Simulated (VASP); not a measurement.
Output of a VASP run:

File OSZICAR:
```
       N       E                     dE             d eps       ncg     rms          rms(c)
DAV:   1     0.445147699372E+02    0.44515E+02   -0.88116E+03  3490   0.149E+03
DAV:   2    -0.732623844176E+01   -0.51841E+02   -0.50610E+02  3369   0.714E+02
DAV:   3    -0.963664695810E+01   -0.23104E+01   -0.22144E+01  3536   0.605E+01
DAV:   4    -0.973754551098E+01   -0.10090E+00   -0.96588E-01  3683   0.106E+01
DAV:   5    -0.974031659572E+01   -0.27711E-02   -0.27319E-02  3321   0.159E+00    0.251E+01
DAV:   6    -0.971700487643E+01    0.23312E-01   -0.38627E-02  3324   0.426E+00    0.150E+01
DAV:   7    -0.971817658767E+01   -0.11717E-02   -0.72203E-02  3226   0.575E+00    0.365E-01
DAV:   8    -0.971788218433E+01    0.29440E-03   -0.49938E-03  3259   0.110E+00    0.815E-02
DAV:   9    -0.971788718881E+01   -0.50045E-05   -0.21448E-04  3419   0.232E-01    0.296E-02
DAV:  10    -0.971788359307E+01    0.35957E-05   -0.18917E-05  3408   0.701E-02    0.318E-02
DAV:  11    -0.971788381188E+01   -0.21881E-06   -0.12042E-06  3285   0.164E-02    0.373E-03
DAV:  12    -0.971788391724E+01   -0.10536E-06   -0.70837E-08  1843   0.677E-03    0.199E-03
DAV:  13    -0.971788390743E+01    0.98096E-08   -0.24860E-08  1778   0.950E-03
   1 F= -.97178839E+01 E0= -.97177016E+01  d E =-.971788E+01
       N       E                     dE             d eps       ncg     rms          rms(c)
DAV:   1    -0.971794856049E+01   -0.64643E-04   -0.20412E-03  3116   0.636E-01    0.349E-02
DAV:   2    -0.971791933296E+01    0.29228E-04   -0.62341E-05  3334   0.124E-01    0.199E-02
DAV:   3    -0.971790453784E+01    0.14795E-04   -0.16083E-05  3822   0.522E-02    0.114E-02
DAV:   4    -0.971790441365E+01    0.12420E-06   -0.19611E-06  2887   0.128E-02    0.393E-03
DAV:   5    -0.971790436267E+01    0.50980E-07   -0.11398E-07  1788   0.593E-03
   2 F= -.97179044E+01 E0= -.97177223E+01  d E =-.204552E-04
```

**OUTCAR**
```
------------------------ aborting loop because EDIFF is reached ----------------------------------------
  FORCE on cell =-STRESS in cart. coord.  units (eV):
  Direction    XX          YY          ZZ          XY          YZ          ZX
  --------------------------------------------------------------------------------------
  Total       -0.9260455     -0.9260455     -0.9444298      0.0000000     -0.0000000     -0.0000000
  in kB      -25.1667515    -25.1667528    -25.6663741      0.0000000     -0.0000000     -0.0000000
  external PRESSURE =     -25.3332928 kB  Pullay stress =       0.0000000 kB
  volume of cell :       58.95
      direct lattice vectors                 reciprocal lattice vectors
     1.762575243 -3.052869954  0.000000000     0.283675833 -0.163780314  0.000000000
     1.762575243  3.052869954 -0.000000000     0.283675833  0.163780314 -0.000000000
     0.000000000  0.000000000  5.478097609     0.000000000  0.000000000  0.182545123
 POSITION                                       TOTAL-FORCE (eV/Angst)
 -----------------------------------------------------------------------------------
      1.76258      1.01763      1.36952         0.000000      0.000000      0.000000
      1.76258     -1.01763      4.10857        -0.000000     -0.000000      0.000000
 -----------------------------------------------------------------------------------
    total drift:                                0.000001      0.000070     -0.000012
  FREE ENERGIE OF THE ION-ELECTRON SYSTEM (eV)
  ---------------------------------------------------
  free  energy   TOTEN  =        -9.7179043627 eV

  energy  without entropy=       -9.7173581397  energy(sigma->0) =       -9.71772229

 reached required accuracy - stopping structural energy minimisation
```
(Selected blocks of OUTCAR.)

### POSCAR
```
Lu
1
    1.7619720034    -3.0518251165     0.0000000000
    1.7619720034     3.0518251165     0.0000000000
    0.0000000000     0.0000000000     5.4818492721
Lu
2
Direct
  0.3333330000   0.6666670000   0.2500000000
  0.6666670000   0.3333330000   0.7500000000
```

Write an INCAR and KPOINTS that could have produced this output.

This is not unique; one that fits is the input of the run itself, PBEsol GGA, plane waves, VASP's PBE PAW potentials (set 64).

INCAR:
```
# general
SYSTEM   =  Lu
PREC     =  Accurate
ENCUT    =  520
LREAL    =  .FALSE.
LASPH    =  .TRUE.

# electronic loop
EDIFF    =  1E-7
NELM     =  100
ALGO     =  Normal
LMAXMIX  =  6

# smearing
ISMEAR   =  1
SIGMA    =  0.1

# functional
GGA      =  PS

# ions
IBRION   =  2
NSW      =  30
ISIF     =  4
EDIFFG   =  -0.01

# output
LWAVE    =  .FALSE.
LCHARG   =  .FALSE.
```

**KPOINTS**
```
K-points
0
Gamma
 12 12 7
0 0 0
```

POTCAR, in this order: Lu_3 (PBE.64 set). Program: vasp_std.

The compound is Lu in the hcp structure. This cell is one point of a volume scan, at 1.06 of the reference volume. Symmetry was kept, so distortions that lower it aren't found.
